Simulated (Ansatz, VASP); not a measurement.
# Cross-check of SiRu7 (Ru(0001)-(2x1)-Si surface alloy) between VASP and Ansatz, part 2 of 2

Wanted: the spread between two codes on one cell, functional and k mesh. Of the first pair: The structure shown is the start of the Ansatz relaxation below; VASP solves that cell, so the two are compared at the walk's first step.

VASP 6.6.1 and Ansatz 0.2.0.

So far: The structure; Ansatz: relaxation, PBE with D3(BJ).

## Step 3: VASP: single point, PBE with D3(BJ), start cell, pair 1

Level of this step: PBE with D3(BJ); plane waves and PAW (Ru_pv, Si) (VASP).

The same cell, functional, mesh and smearing now go to VASP, with its own data sets.

Lines of VASP's logs that name or quote its potential files are left out, and so is its time.

Input file INCAR:

```
SYSTEM = SiRu7
PREC = Accurate
ENCUT = 400
EDIFF = 1E-06
NELM = 120
ISMEAR = -1
SIGMA = 0.1
LREAL = .FALSE.
ALGO = Normal
GGA = PE
IVDW = 12
NBANDS = 63
LASPH = .TRUE.
LORBIT = 11
LWAVE = .FALSE.
LCHARG = .FALSE.
ISIF = 2
LDIPOL = .TRUE.
IDIPOL = 3
DIPOL = 0.5 0.5 0.495
LVHAR = .TRUE.
GGA_COMPAT = .FALSE.
NELMDL = -8
KPAR = 2
```

Input file POSCAR:

```
SiRu7
1.0
    5.4000000000      0.0000000000      0.0000000000
    1.3500000000      2.3382685902      0.0000000000
    0.0000000000      0.0000000000     23.7152000000
Ru Si
7 1
Direct
    0.3333333041      0.6666667835      0.3584199163
    0.8333333041      0.6666667835      0.3584199163
    0.0000000000      0.0000000000      0.4485899339
    0.5000000000      0.0000000000      0.4485899339
    0.3333333041      0.6666667835      0.5387599514
    0.8333333041      0.6666667835      0.5387599514
    0.0000000000      0.0000000000      0.6289299690
    0.5000000000      0.0000000000      0.6415800837
```

Input file KPOINTS:

```
Automatic mesh
0
Gamma
6 12 1
0 0 0
```

The projector-augmented-wave data sets are Ru_pv and Si (PBE family, release 64).

Run with:

```bash
> mpirun -np 2 vasp_std
```

Numbers of over 12 decimals in the logs are rounded to 6 here.

Log:

```text
[banner, memory and clock lines left out]
running    2 mpi-ranks, on    1 nodes
 distrk:  each k-point on    1 cores,    2 groups
 distr:  one band on    1 cores,    1 groups

 POSCAR found type information on POSCAR RuSi
 POSCAR found :  2 types and       8 ions
 LDA part: xc-table for (Slater+PW92), standard interpolation
 POSCAR, INCAR and KPOINTS ok, starting setup
 FFT: planning ... GRIDC
 FFT: planning ... GRID_SOFT
 FFT: planning ... GRID
 WAVECAR not read
 entering main loop
       N       E                     dE             d eps       ncg     rms          rms(c)
DAV:   1     0.812024947174E+03    0.81202E+03   -0.57241E+04  4326   0.123E+03
DAV:   2    -0.431775019516E+02   -0.85520E+03   -0.82427E+03  3493   0.391E+02
DAV:   3    -0.707782001945E+02   -0.27601E+02   -0.26209E+02  3857   0.649E+01
DAV:   4    -0.716405054869E+02   -0.86231E+00   -0.85490E+00  3967   0.968E+00
DAV:   5    -0.716779406469E+02   -0.37435E-01   -0.37422E-01  4356   0.173E+00
DAV:   6    -0.716788810231E+02   -0.94038E-03   -0.94034E-03  4078   0.267E-01
DAV:   7    -0.716789348217E+02   -0.53799E-04   -0.53798E-04  4400   0.517E-02
DAV:   8    -0.716789378944E+02   -0.30727E-05   -0.30728E-05  3438   0.975E-03    0.297E+01
DAV:   9    -0.699456760429E+02    0.17333E+01   -0.24409E+01  3569   0.263E+01    0.163E+01
DAV:  10    -0.173670891128E+03   -0.10373E+03   -0.39518E+02  4600   0.104E+02    0.688E+01
DAV:  11    -0.729834809145E+02    0.10069E+03   -0.19182E+02  4343   0.447E+01    0.258E+01
DAV:  12    -0.712490841825E+02    0.17344E+01   -0.43205E+01  3898   0.246E+01    0.156E+01
DAV:  13    -0.671014738021E+02    0.41476E+01   -0.16393E+01  3921   0.201E+01    0.428E+00
DAV:  14    -0.670671943740E+02    0.34279E-01   -0.17165E+00  3689   0.785E+00    0.330E+00
[...]
DAV:  29    -0.669593271829E+02   -0.69680E-04   -0.13823E-05  2734   0.170E-02    0.709E-03
DAV:  30    -0.669593456672E+02   -0.18484E-04   -0.25100E-06  2293   0.580E-03    0.337E-03
DAV:  31    -0.669593588575E+02   -0.13190E-04   -0.18052E-06  2217   0.460E-03    0.133E-03
DAV:  32    -0.669593685951E+02   -0.97376E-05   -0.73975E-07  2122   0.197E-03    0.975E-04
DAV:  33    -0.669593763385E+02   -0.77434E-05   -0.25575E-07  1919   0.161E-03    0.731E-04
DAV:  34    -0.669593841301E+02   -0.77916E-05   -0.46429E-07  2029   0.116E-03    0.566E-04
DAV:  35    -0.669593873543E+02   -0.32242E-05   -0.20661E-07  1950   0.818E-04    0.276E-04
DAV:  36    -0.669593879056E+02   -0.55130E-06   -0.45073E-08  1785   0.436E-04
   1 F= -.70468207E+02 E0= -.70331305E+02  d E =-.273804E+00
```

OUTCAR, selected parts (step 3):

```text
ion  position               nearest neighbor table
   1  0.333  0.667  0.358-   3 2.65   4 2.65   4 2.65   2 2.70   2 2.70   2 2.70   2 2.70
   2  0.833  0.667  0.358-   4 2.65   3 2.65   3 2.65   1 2.70   1 2.70   1 2.70   1 2.70
   3  0.000  0.000  0.449-   5 2.65   6 2.65   1 2.65   2 2.65   6 2.65   2 2.65   4 2.70   4 2.70
                             4 2.70   4 2.70
   4  0.500  0.000  0.449-   6 2.65   5 2.65   2 2.65   1 2.65   5 2.65   1 2.65   3 2.70   3 2.70
                             3 2.70   3 2.70
   5  0.333  0.667  0.539-   3 2.65   4 2.65   7 2.65   4 2.65   6 2.70   6 2.70   6 2.70   6 2.70
                             8 2.89   8 2.89
   6  0.833  0.667  0.539-   4 2.65   3 2.65   7 2.65   3 2.65   7 2.65   5 2.70   5 2.70   5 2.70
                             5 2.70   8 2.89
   7  0.000  0.000  0.629-   5 2.65   6 2.65   6 2.65   8 2.72   8 2.72   8 2.72   8 2.72
   8  0.500  0.000  0.642-   7 2.72   7 2.72   7 2.72   7 2.72   6 2.89   5 2.89   5 2.89

  LATTYP: Found a simple orthorhombic cell.
 ALAT       =     2.7000000000
 B/A-ratio  =     1.7320508076
 C/A-ratio  =     8.7834074075

 Subroutine GETGRP returns: Found  2 space group operations
 (whereof  2 operations were pure point group operations)

The static configuration has the point symmetry C_1h.

 Found     25 irreducible k-points:

   k-points           NKPTS =     25   k-points in BZ     NKDIM =     25   number of bands    NBANDS=     63

   dimension x,y,z NGX =    36 NGY =   18 NGZ =  160
   dimension x,y,z NGXF=    72 NGYF=   36 NGZF=  320

   ENCUT  =  400.0 eV  29.40 Ry    5.42 a.u.   8.81  4.40 38.67*2*pi/ulx,y,z

   NELECT =     102.0000    total number of electrons

 k-points in reciprocal lattice and weights: Automatic mesh
   0.00000000  0.00000000  0.00000000       0.014
   0.16666667  0.00000000  0.00000000       0.028
   0.33333333 -0.00000000  0.00000000       0.028
   0.50000000 -0.00000000  0.00000000       0.014
   0.00000000  0.08333333  0.00000000       0.056
   0.33333333  0.08333333  0.00000000       0.056
   0.50000000  0.08333333  0.00000000       0.056
   0.00000000  0.16666667  0.00000000       0.056
   0.16666667  0.16666667  0.00000000       0.028
[...]
0.33333333  0.50000000  0.00000000       0.028
   0.50000000  0.50000000  0.00000000       0.014

 dipolmoment           0.000000      0.000000     -0.030247 electrons x Angstroem

 average (electrostatic) potential at core
       1 -78.2248       2 -78.2563       3 -78.7713       4 -78.6882       5 -78.4528
       6 -78.5504       7 -78.0023       8 -88.4344

 E-fermi :   1.5248

 k-point     1 :       0.0000    0.0000    0.0000
  band No.  band energies     occupation
    ...
     46       0.3328      1.99999
     47       0.4459      1.99996
     48       0.8020      1.99855
     49       0.8877      1.99658
     50       1.3173      1.77683
     51       1.7726      0.15476
     52       1.8042      0.11521
     53       2.0044      0.01638
     54       2.1485      0.00390
     55       2.2285      0.00176
    ...

 k-point     2 :       0.1667    0.0000    0.0000
  band No.  band energies     occupation
    ...
     47       0.3190      1.99999
     48       0.7406      1.99921
     49       0.7591      1.99905
     50       1.2994      1.80994
     51       1.3575      1.68379
     52       1.6975      0.30182
     53       1.7190      0.25077
     54       2.0143      0.01485
     55       2.1931      0.00250
     56       2.3857      0.00036
    ...

 k-point     3 :       0.3333   -0.0000    0.0000
  band No.  band energies     occupation
    ...
     50       0.8409      1.99786
     51       1.2646      1.86198
     52       1.3382      1.73185
     53       1.4514      1.35108
     54       1.5569      0.84080
     55       1.8364      0.08490
     56       1.9405      0.03081
     57       2.0568      0.00974
     58       2.3151      0.00074
     59       2.5278      0.00009
    ...

 Edisp (eV)   -3.50882

  Total     -12.60578    -9.45625    -7.79357     2.72757     0.14775    -0.25591
  in kB     -67.44740   -50.59582   -41.69962    14.59389     0.79053    -1.36924
  external pressure =      -53.25 kB  Pullay stress =        0.00 kB

  energy-cutoff  :      400.00
  volume of cell :      299.44
      direct lattice vectors                 reciprocal lattice vectors
     5.400000000  0.000000000  0.000000000     0.185185185 -0.106916717  0.000000000
     1.350000000  2.338268590  0.000000000     0.000000000  0.427666866  0.000000000
     0.000000000  0.000000000 23.715200000     0.000000000  0.000000000  0.042167049

 POSITION                                       TOTAL-FORCE (eV/Angst)
 -----------------------------------------------------------------------------------
      2.70000      1.55885      8.50000         0.042863     -0.024747      0.525289
      5.40000      1.55885      8.50000        -0.040871      0.023597      0.919736
      0.00000      0.00000     10.63840         0.110548     -0.063825     -0.516705
      2.70000      0.00000     10.63840         0.031928     -0.018433     -0.147582
      2.70000      1.55885     12.77680         0.127404     -0.073556      0.108155
      5.40000      1.55885     12.77680        -0.310818      0.179451     -0.011013
      0.00000      0.00000     14.91520         0.125283     -0.072332      0.708009
      2.70000      0.00000     15.21520        -0.086335      0.049846     -1.585889
 -----------------------------------------------------------------------------------
    total drift:                               -0.000432     -0.000745     -0.000036

  FREE ENERGIE OF THE ION-ELECTRON SYSTEM (eV)
  ---------------------------------------------------
  free  energy   TOTEN  =       -70.4682069916 eV

  energy  without entropy=      -70.1944029489  energy(sigma->0) =      -70.33130497

 vacuum level on the upper side and lower side of the slab         6.179         6.612

 total charge
# of ion       s       p       d       tot
------------------------------------------
    1        0.389   6.215   5.938  12.542
    2        0.390   6.217   5.935  12.542
    3        0.404   6.318   5.928  12.650
    4        0.405   6.315   5.940  12.660
    5        0.382   6.281   5.959  12.622
    6        0.395   6.300   5.950  12.645
    7        0.329   6.195   6.027  12.551
    8        0.777   0.716   0.000   1.492
--------------------------------------------------
tot          3.471  44.557  41.677  89.705

[... 3 further parts left out ...]
```

Dispersion corrections of this kind ignore metallic screening and tend to overbind metals.

## Step 4: Comparison

Known differences besides the potentials themselves: the data sets hold 116 valence electrons in Ansatz (on its default PAW (the set named soft_2) files) and 102 in VASP; the cutoff is 420 eV in Ansatz and 400 eV in VASP. Total energies have different zeros and are not compared.

Forces (eV/Å; atoms numbered as in POSCAR):

| atom | Ansatz x, y, z | VASP x, y, z |
| --- | --- | --- |
| Ru1 | 0.043, -0.025, 0.533 | 0.043, -0.025, 0.525 |
| Ru2 | -0.041, 0.024, 0.929 | -0.041, 0.024, 0.920 |
| Ru3 | 0.111, -0.064, -0.516 | 0.111, -0.064, -0.517 |
| Ru4 | 0.032, -0.018, -0.147 | 0.032, -0.018, -0.148 |
| Ru5 | 0.126, -0.073, 0.102 | 0.127, -0.074, 0.108 |
| Ru6 | -0.310, 0.179, -0.016 | -0.311, 0.179, -0.011 |
| Ru7 | 0.126, -0.073, 0.703 | 0.125, -0.072, 0.708 |
| Si8 | -0.087, 0.050, -1.587 | -0.086, 0.050, -1.586 |

The forces differ by 3.1 meV/Å r.m.s., which is 0.7 % of the r.m.s. force of 0.440 eV/Å (both taken over all components). With vacuum in the cell, a pressure given here is an average over mostly empty space and none of the material.

## Step 5: VASP: single point, PBE with D3(BJ), pair 2

A single point gives forces, pressure and levels at one fixed geometry, so differences don't come from the geometry; what else differs is listed under the comparison.

INCAR: that of step 3 with these lines changed.

```diff
@@ -6,3 +6,3 @@
 ISMEAR = -1
-SIGMA = 0.1
+SIGMA = 0.05
 LREAL = .FALSE.
@@ -19,3 +19,3 @@
 IDIPOL = 3
-DIPOL = 0.5 0.5 0.495
+DIPOL = 0.5 0.5 0.493
 LVHAR = .TRUE.
```

Input file POSCAR:

```
SiRu7
1.0
    5.4000000000      0.0000000000      0.0000000000
    1.3500000000      2.3382685902      0.0000000000
    0.0000000000      0.0000000000     23.7152000000
Ru Si
7 1
Direct
    0.3333333300      0.6666666700      0.3584199163
    0.8333333300      0.6666666700      0.3584199163
    0.0000000000      0.0000000000      0.4485899339
    0.5000000000      0.0000000000      0.4485899339
    0.3280258024      0.6719741976      0.5373359229
    0.8323601423      0.6676398577      0.5382946882
    0.0136042899      0.9863957101      0.6294506353
    0.4985827934      0.0014172066      0.6239240620
```

Input file KPOINTS:

```
Automatic mesh
0
Gamma
12 24 1
0 0 0
```

Run with:

```bash
> mpirun -np 2 vasp_std
```

Log:

```text
[... set-up lines as in an earlier step ...]
 entering main loop
       N       E                     dE             d eps       ncg     rms          rms(c)
DAV:   1     0.818354903770E+03    0.81835E+03   -0.57357E+04 14678   0.124E+03
DAV:   2    -0.434699009677E+02   -0.86182E+03   -0.83172E+03 11731   0.393E+02
DAV:   3    -0.712384580624E+02   -0.27769E+02   -0.26403E+02 13071   0.654E+01
DAV:   4    -0.721368269845E+02   -0.89837E+00   -0.88870E+00 13397   0.994E+00
[...]
DAV:  34    -0.671936723268E+02   -0.40549E-05   -0.18166E-07  6614   0.985E-04    0.680E-04
DAV:  35    -0.671936747619E+02   -0.24351E-05   -0.15738E-07  6669   0.724E-04    0.881E-04
DAV:  36    -0.671936755418E+02   -0.77989E-06   -0.59359E-08  6387   0.668E-04
   1 F= -.70763682E+02 E0= -.70728851E+02  d E =-.696617E-01
```

OUTCAR, selected parts (step 5):

```text
 Edisp (eV)   -3.57001

  Total     -10.50460    -7.63884    -3.77583     2.48182     0.01934    -0.03351
  in kB     -56.20502   -40.87174   -20.20261    13.27900     0.10351    -0.17928
  external pressure =      -39.09 kB  Pullay stress =        0.00 kB

 POSITION                                       TOTAL-FORCE (eV/Angst)
 -----------------------------------------------------------------------------------
      2.70000      1.55885      8.50000         0.024139     -0.013937      0.540385
      5.40000      1.55885      8.50000         0.006551     -0.003782      0.939085
      0.00000      0.00000     10.63840        -0.106615      0.061554     -1.006494
      2.70000      0.00000     10.63840         0.074129     -0.042798     -0.482640
      2.67850      1.57126     12.74303        -0.039158      0.022608      0.019525
      5.39606      1.56112     12.76577         0.028387     -0.016389     -0.030667
      1.40510      2.30646     14.92755         0.011651     -0.006727      0.043953
      2.69426      0.00331     14.79648         0.000916     -0.000529     -0.023148
 -----------------------------------------------------------------------------------
    total drift:                               -0.000520      0.000304     -0.001181

  FREE ENERGIE OF THE ION-ELECTRON SYSTEM (eV)
  ---------------------------------------------------
  free  energy   TOTEN  =       -70.7636820653 eV

  energy  without entropy=      -70.6940203899  energy(sigma->0) =      -70.72885123

[... 1 part as in an earlier step ...]

[... 2 further parts left out ...]
[key lines of the parts left out:]
E-fermi :   1.5171
```

## Step 6: Ansatz: single point, PBE with D3(BJ), pair 2

The same cell, functional, mesh and smearing now go to Ansatz, which takes its cutoff from its data sets.

The cell is taken from a series of runs on this material, whose earlier steps may have relaxed, scaled, displaced or heated it; both programs get it as it stands.

Input file input.yaml:

```yaml
crystal:
  lattice:
    - [5.4, 0.0, 0.0]
    - [1.35, 2.3382685902, 0.0]
    - [0.0, 0.0, 23.7152]
  atoms:
    - { symbol: Ru, position: [0.33333333, 0.66666667, 0.3584199163] }
    - { symbol: Ru, position: [0.83333333, 0.66666667, 0.3584199163] }
    - { symbol: Ru, position: [0.0, 0.0, 0.4485899339] }
    - { symbol: Ru, position: [0.5, 0.0, 0.4485899339] }
    - { symbol: Ru, position: [0.3280258024, 0.6719741976, 0.5373359229] }
    - { symbol: Ru, position: [0.8323601423, 0.6676398577, 0.5382946882] }
    - { symbol: Ru, position: [0.0136042899, -0.0136042899, 0.6294506353] }
    - { symbol: Si, position: [0.4985827934, 0.0014172066, 0.623924062] }
kpoints:
  mp_grid: { grid: [12, 24, 1] }
hamiltonian:
  xc: pbe
  dispersion: d3bj
scf:
  occupations: { method: fermi_dirac, width: 0.05 }
  convergence: { dr2_threshold: 1.0e-09 }
  n_extra_bands: 18
efield:
  axis: 3
  dipole_correction: true
  ramp_position: 0.97
  ramp_width: 0.06
output:
  band_densities:
    - { e_range: [-0.2, 0] }
    - { e_range: [-0.7, 0] }
    - { e_range: [-1.5, 0] }
    - { e_range: [0, 0.2] }
    - { e_range: [0, 0.7] }
    - { e_range: [0, 1.5] }
    - { e_range: [-2.0, -1.8] }
    - { e_range: [-1.8, -1.6] }
    - { e_range: [-1.6, -1.4] }
    - { e_range: [-1.4, -1.2] }
    - { e_range: [-1.2, -1.0] }
    - { e_range: [-1.0, -0.8] }
    - { e_range: [-0.8, -0.6] }
    - { e_range: [-0.6, -0.4] }
    - { e_range: [-0.4, -0.2] }
    - { e_range: [0.2, 0.4] }
    - { e_range: [0.4, 0.6] }
    - { e_range: [0.6, 0.8] }
    - { e_range: [0.8, 1.0] }
    - { e_range: [1.0, 1.2] }
    - { e_range: [1.2, 1.4] }
    - { e_range: [1.4, 1.6] }
    - { e_range: [1.6, 1.8] }
    - { e_range: [1.8, 2.0] }
  band_residual_tolerance: 0.0001
  dos: { projected: true, e_range: [-5, 4] }
  write_potential: true
  write_density: true
  volumetric_format: npy
```

Run with:

```bash
> ansatz run input.yaml --threads 2 --pin off --max-ram 3072MiB --backend cpu --events-out ev --progress --plain --runs-dir out
```

Log:

```text
[...]
Crystal: 8 atoms, lattice volume = 299.444 Å³
Basis set: ecut = 420 eV, 5873 PW (Γ)
Bands: 76, of which v1, the nominal top of the filled ones, is band 58 counted from 1 (57 counted from 0)
Symmetry: 2 space group operations
[...]
k-points: 85 of 288 (time reversal used)
[...]
e_range: [1.2, 1.4]                           2.534722             3.3e-5           0
  e_range: [1.4, 1.6]                           1.763889             3.2e-5           0
  e_range: [1.6, 1.8]                           1.020833             3.1e-5           0
  e_range: [1.8, 2]                             1.180556             3.0e-5           0
[key lines of the parts left out:]
SCF converged after 11 iterations
Free energy (F): -41787.347862 eV
Fermi energy:    4.941455 eV
Dipole field:    D = 0.023482 V/Å  (p = 0.038860 e·Å, saw-weighted, corrected)
Work function:   Φ+ = 4.5763 eV   Φ− = 5.1332 eV
```

## Step 7: Side by side

What differs besides the data sets and the points named for the pairs above, as far as they apply: the data sets hold 116 valence electrons in Ansatz (on its default PAW (the set named soft_2) files) and 102 in VASP. Total energies have different zeros and are not compared.

The two programs side by side:

| quantity | Ansatz | VASP | difference |
| --- | --- | --- | --- |
| work function, lower of the two faces (eV) | 4.58 | 4.58 | 0.00 |
| work function, higher of the two faces (eV) | 5.13 | 5.13 | 0.00 |

With vacuum in the cell, a pressure given here is an average over mostly empty space and none of the material.

## Step 8: Outcome

| Quantity | Value |
| --- | --- |
| r.m.s. force difference (single point, PBE with D3(BJ), start cell, pair 1) | 0.71 % of the r.m.s. force |
| difference in work function, higher of the two faces (single point, PBE with D3(BJ), pair 2) | 0.0023 eV |

In words: The r.m.s. force difference is 0.71 % of the r.m.s. force (single point, PBE with D3(BJ), start cell, pair 1), within the 3 % picked in this series as the mark of a large difference. The data sets hold unlike numbers of valence electrons (116 in Ansatz and 102 in VASP), so part of the differences comes from the potentials. 1 further run of this series is not shown here. Such differences can come from data sets, numerical settings and the points named under the comparisons, not from the functional's error against experiment.

[Lines on the potential files, build, host, timing and source positions are cut from VASP's logs without a mark.]

[Logs are printed without paths, hosts, clocks, repeated set-up lines and the standing remarks that a program may print on its own settings, such as how far it seeks lower states.]

[Hosts, paths, dates, database ids (printed as entryN), source tags and the programs' standing remarks are cut or masked in the printed files.]
